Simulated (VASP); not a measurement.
Level of theory: PBEsol GGA, VASP's PBE PAW potentials (set 64) (plane waves; VASP 6.6.1).

The input files of a VASP run:

### POSCAR
```
CdS
1
    0.0000000000     2.8518439430     2.8518439430
    2.8518439430     0.0000000000     2.8518439430
    2.8518439430     2.8518439430     0.0000000000
Cd S
1 1
Direct
  0.0000000000   0.0000000000   0.0000000000
  0.2500000000   0.2500000000   0.2500000000
```

**KPOINTS**
```
Automatic mesh
0
Gamma
8 8 8
0 0 0
```

INCAR:
```
SYSTEM=CdS
PREC=Accurate; ENCUT=500; LREAL=.FALSE.
LASPH=.TRUE.
EDIFF=1E-6; NELM=100; ALGO=Normal
LMAXMIX=4
ISMEAR=0; SIGMA=0.05
GGA=PS
IBRION=2; NSW=40; ISIF=3
EDIFFG=-0.02; PSTRESS=50
LWAVE=.FALSE.; LCHARG=.FALSE.
```

POTCAR, in this order: Cd S (PBE.64 set). Program: vasp_std.

The run wrote:

OSZICAR:
```
       N       E                     dE             d eps       ncg     rms          rms(c)
DAV:   1     0.109854037284E+03    0.10985E+03   -0.92017E+03   770   0.124E+03
DAV:   2    -0.243334185727E+01   -0.11229E+03   -0.10747E+03   869   0.298E+02
DAV:   3    -0.723072002725E+01   -0.47974E+01   -0.47828E+01   909   0.638E+01
DAV:   4    -0.726396051020E+01   -0.33240E-01   -0.33236E-01   849   0.535E+00
DAV:   5    -0.726440131781E+01   -0.44081E-03   -0.44081E-03   879   0.604E-01    0.949E+00
DAV:   6    -0.678883567427E+01    0.47557E+00   -0.98208E-01  1111   0.158E+01    0.727E+00
DAV:   7    -0.676695335353E+01    0.21882E-01   -0.20532E-01   789   0.382E+00    0.331E+00
DAV:   8    -0.676475473998E+01    0.21986E-02   -0.23809E-02   799   0.243E+00    0.310E-01
DAV:   9    -0.676440245372E+01    0.35229E-03   -0.35581E-03   869   0.108E+00    0.718E-02
DAV:  10    -0.676441350611E+01   -0.11052E-04   -0.29856E-04   814   0.268E-01    0.571E-02
DAV:  11    -0.676443409957E+01   -0.20593E-04   -0.41618E-05   804   0.715E-02    0.352E-02
DAV:  12    -0.676444358187E+01   -0.94823E-05   -0.30271E-05   764   0.666E-02    0.119E-02
DAV:  13    -0.676444274818E+01    0.83369E-06   -0.56919E-06   899   0.326E-02
   1 F= -.53167824E+01 E0= -.53167824E+01  d E =-.531678E+01
```

**OUTCAR**
```
------------------------ aborting loop because EDIFF is reached ----------------------------------------
  FORCE on cell =-STRESS in cart. coord.  units (eV):
  Direction    XX          YY          ZZ          XY          YZ          ZX
  --------------------------------------------------------------------------------------
  Total        1.4431292      1.4431292      1.4431292     -0.0000000     -0.0000000      0.0000000
  in kB       49.8435002     49.8435002     49.8435002     -0.0000000     -0.0000000      0.0000000
  external PRESSURE =      -0.1564998 kB  Pullay stress =      50.0000000 kB
  volume of cell :       46.39
      direct lattice vectors                 reciprocal lattice vectors
     0.000000000  2.851843943  2.851843943    -0.175325162  0.175325162  0.175325162
     2.851843943  0.000000000  2.851843943     0.175325162 -0.175325162  0.175325162
     2.851843943  2.851843943  0.000000000     0.175325162  0.175325162 -0.175325162
  FREE ENERGIE OF THE ION-ELECTRON SYSTEM (eV)
  ---------------------------------------------------
  free  energy   TOTEN  =        -6.7644427482 eV

  energy  without entropy=       -6.7644427482  energy(sigma->0) =       -6.76444275
  enthalpy is  TOTEN    =        -5.3167823723 eV   P V=        1.4476603759

 reached required accuracy - stopping structural energy minimisation
```
(Selected blocks of OUTCAR.)

The structure was generated: CdS was put into the zinc blende type (F-43m), which need not be its known phase. It was relaxed first under an external pressure of 5 GPa.
